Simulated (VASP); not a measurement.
The input files of a VASP run:

File KPOINTS:
```
Automatic mesh
0
Gamma
14 14 14
0 0 0
```

**POSCAR**
```
Pt
1.0
  0.0000000000   1.9742957699   1.9742957699
  1.9742957699   0.0000000000   1.9742957699
  1.9742957699   1.9742957699   0.0000000000
Pt
1
Cart
  0.0000000000   0.0000000000   0.0000000000
```

**INCAR**
```
# general
SYSTEM   = Pt
PREC     = Accurate
ENCUT    = 520
LREAL    = .False.
LASPH    = .True.

# electronic loop
EDIFF    = 1E-6
NELM     = 100
ALGO     = Normal
LMAXMIX  = 6

# smearing
ISMEAR   = 1
SIGMA    = 0.1

# functional
GGA      = MK
LUSE_VDW = .True.
AGGAC    = 0.0
PARAM1   = 0.1234568
PARAM2   = 0.7114
ZAB_VDW  = -1.8867

# ions
IBRION   = 2
NSW      = 60
ISIF     = 3
EDIFFG   = -0.01

# output
LWAVE    = .False.
LCHARG   = .False.
```

POTCAR, in this order: Pt (PBE.64 set). Program: vasp_std.

Problem. Write an equivalent input for Quantum ESPRESSO's pw.x.

Solution. One equivalent input (not run):
```
&CONTROL
  calculation = 'vc-relax'
  pseudo_dir = './pseudo'
  outdir = './out'
  tprnfor = .true.
  tstress = .true.
  nstep = 60
  forc_conv_thr = 0.00039
/
&SYSTEM
  ibrav = 0
  nat = 1
  ntyp = 1
  ecutwfc = 84
  occupations = 'smearing'
  smearing = 'methfessel-paxton'
  degauss = 0.00735
  input_dft = 'vdw-df2-b86r'
/
&ELECTRONS
  conv_thr = 7.3e-08
  electron_maxstep = 100
/
&IONS
/
&CELL
/
ATOMIC_SPECIES
  Pt 195.084 Pt.upf
CELL_PARAMETERS angstrom
     0.0000000    1.9742958    1.9742958
     1.9742958   -0.0000000    1.9742958
     1.9742958    1.9742958   -0.0000000
ATOMIC_POSITIONS crystal
  Pt   0.0000000  0.0000000  0.0000000
K_POINTS automatic
  14 14 14 0 0 0
```
The two are equivalent in intent, not identical: the potentials are each code's own (VASP's PAW set, PseudoDojo norm-conserving files in pw.x), so ENCUT and ecutwfc are chosen apart and not converted; conv_thr bounds pw.x's estimated SCF error, while EDIFF bounds the energy change between steps; forc_conv_thr acts on force components and is met together with etot_conv_thr.

The compound is Pt in the fcc structure. It was relaxed first. The start is the result of an earlier pass.
